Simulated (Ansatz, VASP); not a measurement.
# FeAs (Westerveldite) in two plane-wave programs

One calculation is typed for both programs; each brings its own data sets and cutoff. How far apart do they land? The cell comes out of the VASP series on this material, whose earlier steps may have relaxed, scaled or displaced it; both programs get it as it stands.

Program: Ansatz 0.2.0. Level of theory: plane waves, with VASP 6.6.1 beside it; zone-centre phonons at PBEsol, DFT+U. Results are calculated unless marked as measured.

## Step 1: Set-up

It takes space group Pnma (No. 62, orthorhombic). Conventional cell: a = 5.786 Å, b = 3.377 Å, c = 5.971 Å, α = 90.00°, β = 90.00°, γ = 90.00°. Nearest to Fe lie 6 As at 2.44 to 2.62 Å and 2 Fe at 2.71 Å. Nearest to As lie 6 Fe at 2.44 to 2.62 Å. Farther neighbours are not listed.

As a file:

```cif
data_structure
_symmetry_space_group_name_H-M 'P 1'
_symmetry_Int_Tables_number 1
_cell_length_a 5.7858
_cell_length_b 3.3769
_cell_length_c 5.9711
_cell_angle_alpha 90.000
_cell_angle_beta 90.000
_cell_angle_gamma 90.000
_cell_volume 116.66
loop_
_atom_site_label
_atom_site_type_symbol
_atom_site_fract_x
_atom_site_fract_y
_atom_site_fract_z
_atom_site_occupancy
Fe1 Fe 0.98999 0.75000 0.17776 1
Fe2 Fe 0.01001 0.25000 0.82224 1
Fe3 Fe 0.51001 0.25000 0.67776 1
Fe4 Fe 0.48999 0.75000 0.32224 1
As5 As 0.81411 0.75000 0.58247 1
As6 As 0.18589 0.25000 0.41753 1
As7 As 0.68589 0.25000 0.08247 1
As8 As 0.31411 0.75000 0.91753 1
```

## Step 2: Ansatz: zone-centre phonons, PBEsol, DFT+U

Ansatz runs on its default PAW (the set named soft_2) files.

Second derivatives magnify differences that forces hide, and they need a tight electronic threshold.

Contents of input.yaml:

```yaml
crystal:
  lattice:
    - [5.7857844362, 0.0, 0.0]
    - [0.0, 3.3769213694, 0.0]
    - [0.0, 0.0, 5.9710901298]
  atoms:
    - { symbol: Fe, position: [0.9899898617, 0.75, 0.1777621691], spin: 2.728 }
    - { symbol: Fe, position: [0.0100101383, 0.25, 0.8222378309], spin: 2.728 }
    - { symbol: Fe, position: [0.5100101383, 0.25, 0.6777621691], spin: 2.728 }
    - { symbol: Fe, position: [0.4899898617, 0.75, 0.3222378309], spin: 2.728 }
    - { symbol: As, position: [0.8141077932, 0.75, 0.5824691425], spin: -0.107 }
    - { symbol: As, position: [0.1858922068, 0.25, 0.4175308575], spin: -0.107 }
    - { symbol: As, position: [0.6858922068, 0.25, 0.0824691425], spin: -0.107 }
    - { symbol: As, position: [0.3141077932, 0.75, 0.9175308575], spin: -0.107 }
hamiltonian:
  xc: pbesol
  pseudopotentials: { kind: paw }
  hubbard: { sites: [{ species: Fe, l: d, u_eff: 3.0 }] }
magnetization:
  spin_polarized: true
kpoints:
  mp_grid: { grid: [5, 9, 5] }
scf:
  occupations: { method: methfessel_paxton, width: 0.2 }
phonons:
  method: dfpt
  qpoints: [[0, 0, 0]]
```

Launch:

```
ansatz run input.yaml --threads 4 --pin off --max-ram 9216MiB --backend cpu --events-out ev --progress --plain --runs-dir out
```

Numbers of over 12 decimals in the logs are rounded to 6 here.

Log:

```text
Fe: projections on atomic orbitals take those of the free atom [Ne] 3s2 3p6 3d6 4s2, of charge +0.00 (hamiltonian.pseudopotentials.projection_atoms); the dataset's partial waves leave at most 1.1e-6 of an orbital's norm unspanned inside its sphere
As: projections on atomic orbitals take those of the free atom [Ar] 3d10 4s2 4p3, of charge +0.00 (hamiltonian.pseudopotentials.projection_atoms); the dataset's partial waves leave at most 1.7e-6 of an orbital's norm unspanned inside its sphere
Engine: ansatz 0.2.0, x86_64-unknown-linux-gnu
Pseudopotentials: kind: paw
Pseudopotential: Fe, paw, valence charge 16, recommended cutoff 420 eV (normal), Fe.paw.azcp
Pseudopotential: As, paw, valence charge 15, recommended cutoff 420 eV (normal), As.paw.azcp
Functional definition: PBEsol
  exchange = pbesol_x
  correlation = pbesol_c
Crystal: 8 atoms, lattice volume = 116.664 Å³
Basis set: ecut = 420 eV, 2271 PW (Γ), exchange–correlation on 80×48×80 points (8 copies of the dense FFT grid, shifted against one another)
Bands: 82, of which v1, the nominal top of the filled ones, is band 62 counted from 1 (61 counted from 0)
Symmetry: 8 space group operations
Space group: Pnma (ITA 62), of the structure as read, at distance tolerance 4.9e-5 Å
Magnetic group: BNS 62.441 (UNI 539), of the structure as read, at distance tolerance 4.9e-5 Å
k-points: 45 of 225
Non-local potential: Fe, projectors of the file, l = 0: 3, l = 1: 2, l = 2: 3, l = 3: 1
Non-local potential: As, projectors of the file, l = 0: 2, l = 1: 2, l = 2: 3, l = 3: 1
PAW form: soft (Blöchl's): semilocal exchange-correlation on the pseudo side does not see the compensation charge
PAW frozen core: Fe, regenerated for the run's functional, and the local potential with it (the file was generated under x = pbe(κ = 0.804, μ = 0.219515), c = pbe(β = 0.066725))
PAW frozen core: As, regenerated for the run's functional, and the local potential with it (the file was generated under x = pbe(κ = 0.804, μ = 0.219515), c = pbe(β = 0.066725))
PAW one-centre angular grid: Fe, 590 points (default); XC on 64 Gauss nodes
PAW one-centre angular grid: As, 590 points (default); XC on 64 Gauss nodes
Initial density: superposition of atomic densities (chi_scale 0.1, normalization cell)
Starting moments: Σ|m| = 11.34 μB on 8 of 8 sites
Initial wavefunctions: pseudopotential atomic-orbital guess
Functional: x = pbesol(κ = 0.804, μ = 0.123457), c = pbesol(β = 0.046)
SCF 1 converged in 32 iterations: F = -37039.805776 eV  dr2 = 2.20e-8
  greatest PAW one-centre occupation: 1.003 electrons in one spin orbital (limit 2), on the Fe atom at site 3 (counted from 0), in its partial waves of l = 1
k-points: 113 of 225 (irreducible under 1 space group operation, time reversal used)
Initial density: read from a saved state, or passed on in memory by an earlier SCF of this step, an earlier step, the calling program or the single point that the run made first
Stability of the state it starts from, as read at its close in the collinear treatment: not read, because cold or Methfessel-Paxton smearing, or corrected tetrahedra, fill the levels in a way that the test cannot read (fill_not_monotonic); its run was given moments
Starting moments: Σ|m| = 11.34 μB on 8 of 8 sites; this step starts from the density that it was given
iter 1 solved again at ethr=4.15e-8 eV; its pass at ethr=3.10e-3 eV (dr2=5.14e-5 eV) is discarded
SCF iter   1: F=—  HF=-37039.805774 eV  |F-HF|=—  |Δ(HF+E_count)|=         —  Δρ=5.12e-6 (↑2.23e-6 ↓5.12e-6)  dr2=2.22e-8  dr2_m=5.95e-9  M=9.928 μB ∫|m|=11.470 μB  β_m=0.30  ethr=4.15e-8  ⟨swp⟩=3.0  Hψ=112792  notcnv=0
preconditioner: auto → Kerker (q_TF=auto, 2.756 Å⁻¹)  [metal: Δε(μ)=0.002 eV  Ē_g=9.381 eV  σ=0.200 eV  W_gap=0.01  n_scr=38 (ndim 8)  ℏωp=24.8 eV  f_vac=0.000  D(μ)=4.73/eV (n_scr^D=38)]
spin=Collinear: Kerker preconditioning applied to the charge; magnetization (m = ρ↑ − ρ↓) channel mixes plain (no charge-response kernel on spin).
SCF iter   2: F=—  HF=-37039.805776 eV  |F-HF|=—  |Δ(HF+E_count)|=   1.49e-6  S|Δr|=    0.00e0  Δρ=4.47e-6 (↑1.38e-6 ↓4.47e-6)  dr2=1.16e-8  dr2_m=4.92e-9  M=9.928 μB ∫|m|=11.470 μB  β_m=0.65  ethr=1.79e-11  ⟨swp⟩=2.3  Hψ=32251  notcnv=0
SCF iter   3: F=—  HF=-37039.805776 eV  |F-HF|=—  |Δ(HF+E_count)|=   6.77e-8  S|Δr|=    0.00e0  Δρ=3.36e-6 (↑7.89e-7 ↓3.36e-6)  dr2=8.50e-9  dr2_m=2.49e-9  M=9.928 μB ∫|m|=11.470 μB  β_m=0.81  ethr=9.38e-12  ⟨swp⟩=2.0  Hψ=32183  notcnv=0
SCF iter   4: F=—  HF=-37039.805776 eV  |F-HF|=—  |Δ(HF+E_count)|=   4.54e-8  S|Δr|=    0.00e0  Δρ=3.91e-6 (↑3.32e-6 ↓3.91e-6)  dr2=4.01e-8  dr2_m=1.24e-9  M=9.928 μB ∫|m|=11.470 μB  β_m=0.90  ethr=6.85e-12  ⟨swp⟩=2.0  Hψ=32825  notcnv=0
SCF iter   5: F=—  HF=-37039.805776 eV  |F-HF|=—  |Δ(HF+E_count)|=   2.48e-8  S|Δr|=    0.00e0  Δρ=3.14e-6 (↑8.24e-7 ↓3.14e-6)  dr2=9.57e-9  dr2_m=3.07e-9  M=9.929 μB ∫|m|=11.470 μB  β_m=0.80  ethr=6.85e-12  ⟨swp⟩=2.0  Hψ=32758  notcnv=0
SCF iter   6: F=—  HF=-37039.805776 eV  |F-HF|=—  |Δ(HF+E_count)|=   1.91e-8  S|Δr|=    0.00e0  Δρ=4.31e-6 (↑1.29e-6 ↓4.31e-6)  dr2=2.88e-8  dr2_m=3.20e-9  M=9.929 μB ∫|m|=11.470 μB  β_m=0.90  ethr=6.85e-12  ⟨swp⟩=2.0  Hψ=31688  notcnv=0
SCF iter   7: F=—  HF=-37039.805776 eV  |F-HF|=—  |Δ(HF+E_count)|=   3.28e-8  S|Δr|=    0.00e0  Δρ=1.93e-6 (↑6.52e-7 ↓1.93e-6)  dr2=4.11e-9  dr2_m=7.29e-10  M=9.929 μB ∫|m|=11.470 μB  β_m=0.94  ethr=6.85e-12  ⟨swp⟩=2.0  Hψ=32783  notcnv=0
SCF iter   8: F=—  HF=-37039.805776 eV  |F-HF|=—  |Δ(HF+E_count)|=   1.70e-8  S|Δr|=    0.00e0  Δρ=1.50e-6 (↑2.31e-7 ↓1.50e-6)  dr2=1.93e-9  dr2_m=5.89e-10  M=9.929 μB ∫|m|=11.470 μB  β_m=0.97  ethr=3.32e-12  ⟨swp⟩=2.0  Hψ=32834  notcnv=0
SCF iter   9: F=—  HF=-37039.805776 eV  |F-HF|=—  |Δ(HF+E_count)|=   5.99e-9  S|Δr|=    0.00e0  Δρ=9.26e-7 (↑2.09e-7 ↓9.26e-7)  dr2=8.55e-10  dr2_m=2.15e-10  M=9.929 μB ∫|m|=11.470 μB  β_m=0.99  ethr=1.56e-12  ⟨swp⟩=2.0  Hψ=32745  notcnv=0
SCF iter  10: F=—  HF=-37039.805776 eV  |F-HF|=—  |Δ(HF+E_count)|=   2.23e-9  S|Δr|=    0.00e0  Δρ=2.59e-7 (↑5.80e-8 ↓2.59e-7)  dr2=4.87e-11  dr2_m=1.87e-11  M=9.929 μB ∫|m|=11.470 μB  β_m=0.99  ethr=1.00e-12  ⟨swp⟩=2.0  Hψ=32771  notcnv=0
SCF iter  11: F=-37039.805776 eV  HF=-37039.805776 eV  |F-HF|=2.18e-11  |Δ(HF+E_count)|=  9.46e-11  S|Δr|=    0.00e0  Δρ=9.98e-8 (↑3.73e-8 ↓9.98e-8)  dr2=7.46e-12  dr2_m=2.98e-12  M=9.929 μB ∫|m|=11.470 μB  ethr=1.00e-12  ⟨swp⟩=4.1  Hψ=80302  notcnv=0
SCF 2 converged in 11 iterations: F = -37039.805776 eV  dr2 = 7.46e-12
  greatest PAW one-centre occupation: 1.003 electrons in one spin orbital (limit 2), on the Fe atom at site 1 (counted from 0), in its partial waves of l = 1
this state was not tested for a lower state beside it, because cold or Methfessel-Paxton smearing, or corrected tetrahedra, fill the levels in a way that the test cannot read (fill_not_monotonic; see scf.lower_state_search)
DFPT response loops at Γ: preconditioner auto → Kerker (q_TF=auto, 2.756 Å⁻¹) (partly filled bands, converged f_vac=0.000); β = 1.00, the filter's whole step (`scf.mixing.beta` (0.30) is not read by the response loops under this deck's `scf.mixing.preconditioner`; to damp them name `kerker` or `kerker_dos`, under which they read `scf.mixing.beta`, and type it under 1.00, their step now; both keys bind the ground state too); Broyden in place of MSR1
SCF converged after 11 iterations
Magnetization: 9.9290 μB (66.9645 up, 57.0355 down)
Absolute magnetization: 11.4755 μB (∫|ρ↑−ρ↓|, with the PAW one-centre terms)
Spin contamination: 0.6890 ħ² per cell (⟨S²⟩ above its minimum at these occupations)
Per-site moments (μB) at R_I (Å): [(2.607765, 1.004601), (2.607765, 1.004601), (2.607765, 1.004601), (2.607765, 1.004601), (-0.093988, 1.004601), (-0.093988, 1.004601), (-0.093988, 1.004601), (-0.093988, 1.004601)]
Free energy (F): -37039.805776 eV
Harris-Foulkes:  -37039.805776 eV  (|F-HF|=2.18e-11)
Internal energy: -37039.802834 eV  (E = F + TS)
E sigma→0 (E₀):  -37039.805040 eV
Entropy (-TS):   -0.002942 eV (-0.368 meV/atom)
Fermi energy:    15.704907 eV
--- Per-component energies (eV) ---
  E_band       = -1712.392506
  E_kinetic    = 1816.462986
  E_local      = -14869.342509  (includes V_loc(G=0)·N_el)
  E_nonlocal   = -1770.164051
  E_hartree    = 7172.426223
  E_xc         = -783.123660
  E_vxc        = -922.602016  (∫ρ·V_xc dr)
  E_hubbard    = 7.222111  (on-site DFT+U / exact-exchange correction)
  E_vhub       = -26.318833  (the Hubbard potential's part of the band-sum identity)
  E_paw        = -12525.009002  (= ΣΔE_a)
  E_vpaw       = -285.283866  (= ΣTr[D̂ρ^β])
  E_aug_tail   = 0.003573  (compensation charges beyond the density's cutoff)
  E_ewald      = -16092.861027
  E_core_change = 4.582521  (= ΣΔE_core)
  E_smearing   = -0.002942  (= −TS)
  E_closure    = 0.000000  (closes the sum)
  Σ components = -37039.805776   (vs F -37039.805776, Δ=0.00e0)
--- Band table (eV; the first three rows and the last of 226) ---
  k-point 0 ↑: bands = [... 58 lower, 12.4905, 12.6359, 12.6652, 12.7488, 12.9993, 13.7178, 14.1604, 14.6094, ... 16 higher]
  k-point 1 ↑: bands = [... 58 lower, 12.5211, 12.5795, 12.5960, 12.6193, 12.7765, 14.1305, 14.5639, 14.7800, ... 16 higher]
  k-point 2 ↑: bands = [... 58 lower, 12.2723, 12.4124, 12.5194, 12.5645, 13.1507, 14.1460, 15.0297, 15.3799, ... 16 higher]
  k-point 112 ↓: bands = [... 58 lower, 16.1503, 16.2826, 16.7294, 16.8445, 16.8601, 17.0012, 17.2819, 17.5313, ... 16 higher]
Occupation matrices written to <dir>
--- Phonons (Γ-DFPT): 6 representative perturbations + reference, on 113 of 225 k-points (Σ response iterations 147) ---
  k mesh reduced under 1 symmetry operation, with k and −k counted as one. Each operation leaves every solved perturbation unchanged. A smaller set is not considered because the run has a Hubbard term
  ASR residual: 4.471e-5 → 0.000e0 eV/Å²; symmetrization residual: 1.310e-5 eV/Å²
  ASR residual per site (eV/Å²): 3.05e-5 3.05e-5 3.05e-5 3.05e-5 4.47e-5 4.47e-5 4.47e-5 4.47e-5
  Γ frequencies (cm⁻¹): 0.00 0.00 0.00 116.33 118.61 121.04 126.20 139.37 139.57 146.83 150.86 164.22 169.02 170.99 175.41 189.74 212.43 215.16 220.84 238.57 249.93 251.76 257.00 269.78
  non-analytic LO–TO correction: not included (Born effective charges unavailable; polar crystals: no LO–TO splitting at Γ)
--- Phonons (arbitrary-q DFPT): 1 explicit q-point ---
  q = [0, 0, 0] (of the zone-centre solve; hermiticity 3.13e-6, symmetrization 9.05e-7): -0.00 -0.00 0.00 116.33 118.61 121.04 126.20 139.37 139.57 146.83 150.86 164.22 169.02 170.99 175.41 189.74 212.43 215.16 220.84 238.57 249.93 251.76 257.00 269.78
  sum rule: each row above includes the acoustic sum rule's correction from the zone centre's row sums; it moved no ω² by more than (0.43 cm⁻¹)²
```

Wall time 31 min (4 threads of Intel Xeon Platinum 8375C at 2.90GHz (Ice Lake), shared host); peak memory 5.1 GiB; 1.9 h of CPU time.

Reading the cycles: dr2 is the Hartree energy of the density residual (eV), the measure of convergence; HF is the Harris–Foulkes estimate of the energy, which meets the free energy F at convergence.

[end of part 1 of 2]

[Lines on the potential files, build, host, timing and source positions are cut from VASP's logs without a mark.]

[Logs are printed without paths, hosts, clocks, repeated set-up lines and the standing remarks that a program may print on its own settings, such as how far it seeks lower states.]

[Hosts, paths, dates, database ids (printed as entryN), source tags and the programs' standing remarks are cut or masked in the printed files.]
